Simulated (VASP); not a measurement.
Data:

```
CdSe
1.0
    2.21773    -3.84122     0.00000
    2.21773     3.84122     0.00000
    0.00000     0.00000     7.23364
Cd Se
2 2
Direct
  0.66667   0.33333   0.50003
  0.33333   0.66667   0.00003
  0.66667   0.33333   0.87597
  0.33333   0.66667   0.37597
```

Calculation: PBE GGA, VASP's PBE PAW potentials (set 64) (plane waves; VASP). Run with 520 eV cut-off, 7×7×4 Γ-centred mesh, Gaussian smearing of 0.050 eV, potentials Cd Se.

Problem. Give the stress tensor in GPa (positive for a compressed cell).

Solution. 
```
-1.23   0.00   0.00
 0.00  -1.23   0.00
 0.00   0.00  -1.20
```
The pressure is its mean diagonal, -1.22 GPa.

The compound is CdSe in the wurtzite structure. This cell is one point of a volume scan, at 1.03 of the reference volume.
